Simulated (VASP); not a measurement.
Input of a VASP 6.6.1 run:

INCAR

```
PREC = Accurate
ENCUT = 520
EDIFF = 1E-6
ISMEAR = 0
SIGMA = 0.1
LREAL = False
LASPH = True
NELM = 100
ALGO = Fast
ISIF = 2
LWAVE = False
LCHARG = False
GGA = PE
NBANDS = 27
ISYM = 0
```

Contents of KPOINTS:

```
regular mesh
0
Gamma
  6 3 2
```

POSCAR

```
MgIn2N2
1.0
    1.6701479908      0.9642603921      7.7724938132
   -1.6701479908      0.9642603921      7.7724938132
    0.0000000000     -1.9285207842      7.7724938132
Mg In N
1 2 2
Direct
    0.0000000000      0.0000000000      0.0000000000
    0.4390066700      0.4390066700      0.4390066700
    0.5609933300      0.5609933300      0.5609933300
    0.2772766700      0.2772766700      0.2772766700
    0.7227233300      0.7227233300      0.7227233300
```

Potentials or basis: VASP PAW PBE potentials, release 64 (Mg, In_d, N).

Launch:

```sh
$ cat potpaw_PBE.64/Mg/POTCAR potpaw_PBE.64/In_d/POTCAR potpaw_PBE.64/N/POTCAR > POTCAR
$ mpirun -np 1 vasp_std > vasp.out
```

(1) What does it give for the band gap on the k mesh?

(2) Predict the pressure.

(3) What does it give for the largest force?

Answers

(1) 1.24 eV, indirect (least direct gap 1.62 eV).

(2) -0.4 GPa.

(3) 0.034 eV/Å.

Caveat: the k mesh is coarse (spacing up to 1.09 Å⁻¹), so the values aren't converged; spin-orbit coupling is left out, which moves the levels of the heavy elements; an odd mesh through Γ misses points on the zone boundary, where band edges often lie.
